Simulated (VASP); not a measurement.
Consider the following.

```
Mg3Sb2
1.0
    2.09625    -3.63082     0.00000
    2.09625     3.63082     0.00000
    0.00000     0.00000     6.55901
Mg Sb
3 2
Direct
  0.00000   0.00000   0.00000
  0.33333   0.66667   0.62867
  0.66667   0.33333   0.37133
  0.33333   0.66667   0.21285
  0.66667   0.33333   0.78715
```

These are PBEsol GGA, VASP's PBE PAW potentials (set 64) (plane waves; VASP) values and carry that method's errors. Numerical set-up: 500 eV cut-off, 9×9×5 Γ-centred mesh, first-order Methfessel-Paxton smearing of 0.10 eV, potentials Mg Sb.

Energy and stress use the plane-wave basis of the starting cell.

Question: The ions, cell shape and volume at an external pressure of 30.0 GPa are relaxed. Give the cell that the relaxation ends in.

Answer: 
```
Mg3Sb2
1.0
    2.04675    -3.54507     0.00000
    2.04675     3.54507     0.00000
    0.00000     0.00000     6.38831
Mg Sb
3 2
Cartesian
  0.00000   0.00000   0.00000
  2.04675   1.18169   4.01092
  2.04675  -1.18169   2.37739
  2.04675   1.18169   1.34290
  2.04675  -1.18169   5.04541
```
Space group P-3m1 (164), at a tolerance of 0.03 Å.

Question: How do energy and volume change from the first to the last step?

Answer: The energy (σ→0) changes by +220.6 meV/atom and the volume by -7.1 %, in 10 ionic steps.

| step | E(σ→0) (eV) | max force (eV/Å) | pressure (GPa) | volume (Å³) |
|---|---|---|---|---|
| 1 | -14.6992 | 0.010 | 20.01 | 99.84 |
| 2 | -11.1620 | 0.602 | 51.01 | 82.92 |
| 3 | -13.6536 | 0.208 | 29.68 | 93.03 |
| 4 | -13.6203 | 0.214 | 29.96 | 92.86 |
| 5 | -13.5948 | 0.218 | 30.19 | 92.72 |
| 6 | -13.5855 | 0.094 | 30.20 | 92.65 |
| 7 | -13.5764 | 0.043 | 30.20 | 92.60 |
| 8 | -13.6353 | 0.005 | 29.68 | 92.92 |
| 9 | -13.6068 | 0.022 | 29.93 | 92.76 |
| 10 | -13.5961 | 0.006 | 30.02 | 92.71 |

The compound is Mg3Sb2 in the a-la2o3 structure. This run relaxes it under an external pressure of 30 GPa. Symmetry was kept, so distortions that lower it aren't found.
